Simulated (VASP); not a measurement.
VASP ran on this input.

File KPOINTS:
```
kpoints
0
gamma
 8 8 8
0 0 0
```

**INCAR**
```
SYSTEM = HfO2
PREC = Accurate
ENCUT = 620
EDIFF = 1E-6
NELM = 100
ALGO = Normal
LREAL = .FALSE.
LASPH = .TRUE.
ISMEAR = 0
SIGMA = 0.05
GGA = PS
LMAXMIX = 6
LWAVE = .FALSE.
LCHARG = .FALSE.
IBRION = 2
ISIF = 3
NSW = 40
EDIFFG = -0.02
PSTRESS = 100
```

POSCAR:
```
HfO2
1
    0.0000000000     2.4946180855     2.4946180855
    2.4946180855     0.0000000000     2.4946180855
    2.4946180855     2.4946180855     0.0000000000
Hf O
1 2
Direct
  0.0000000000   0.0000000000   0.0000000000
  0.2500000000   0.2500000000   0.2500000000
  0.7500000000   0.7500000000   0.7500000000
```

POTCAR, in this order: Hf_pv O (PBE.64 set). Program: vasp_std.

### Question
Translate this PBEsol calculation to Quantum ESPRESSO's pw.x.

### Answer
One equivalent input (not run):
```
&CONTROL
  calculation = 'vc-relax'
  pseudo_dir = './pseudo'
  outdir = './out'
  tprnfor = .true.
  tstress = .true.
  nstep = 40
  forc_conv_thr = 0.00078
/
&SYSTEM
  ibrav = 0
  nat = 3
  ntyp = 2
  ecutwfc = 84
  occupations = 'smearing'
  smearing = 'gaussian'
  degauss = 0.003675
  input_dft = 'pbesol'
/
&ELECTRONS
  conv_thr = 7.3e-08
  electron_maxstep = 100
/
&IONS
/
&CELL
  press = 100
/
ATOMIC_SPECIES
  Hf 178.490 Hf.upf
  O 15.999 O.upf
CELL_PARAMETERS angstrom
     0.0000000    2.4946181    2.4946181
     2.4946181    0.0000000    2.4946181
     2.4946181    2.4946181    0.0000000
ATOMIC_POSITIONS crystal
  Hf   0.0000000  0.0000000  0.0000000
  O    0.2500000  0.2500000  0.2500000
  O    0.7500000  0.7500000  0.7500000
K_POINTS automatic
  8 8 8 0 0 0
```
What does not carry over: the potentials are each code's own (VASP's PAW set, PseudoDojo norm-conserving files in pw.x), so ENCUT and ecutwfc are chosen apart and not converted; conv_thr bounds pw.x's estimated SCF error, while EDIFF bounds the energy change between steps; forc_conv_thr acts on force components and is met together with etot_conv_thr.

The compound is HfO2 in the fluorite structure, the high-temperature cubic form, which is unstable at 0 K; the monoclinic form is the stable one. This run relaxes it under an external pressure of 10 GPa. Symmetry was kept, so distortions that lower it aren't found.
